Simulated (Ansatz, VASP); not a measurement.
# Two plane-wave programs on Rb3Hg

```
CELL_PARAMETERS angstrom
0.00000 5.12550 5.12550
5.12550 0.00000 5.12550
5.12550 5.12550 0.00000
ATOMIC_POSITIONS crystal
Rb 0.25000 0.25000 0.25000
Rb 0.75000 0.75000 0.75000
Rb 0.50000 0.50000 0.50000
Hg 0.00000 0.00000 0.00000
```

The cell comes from a database or a generator and needn't be the stable form of this composition.

Alike in both runs: task single point; functional LDA; k mesh 4 × 4 × 4; occupations fermi-dirac, width 0.3 eV; no spin polarisation.

```csv
,VASP,Ansatz
version,VASP 6.6.1,Ansatz 0.2.0
potentials or method,"VASP PAW LDA potentials, release 64 (Rb_sv, Hg)","plane waves, PAW"
plane-wave cutoff (eV),520,500
valence electrons in the cell,39,47
```

|  | VASP | Ansatz | Ansatz less VASP |
| --- | --- | --- | --- |
| pressure (GPa) | -0.9 | -0.9 | +0.01 |

The two sets of potentials don't hold the same shells in valence.

The runs have no spin-orbit coupling, so splittings on Hg are missing.
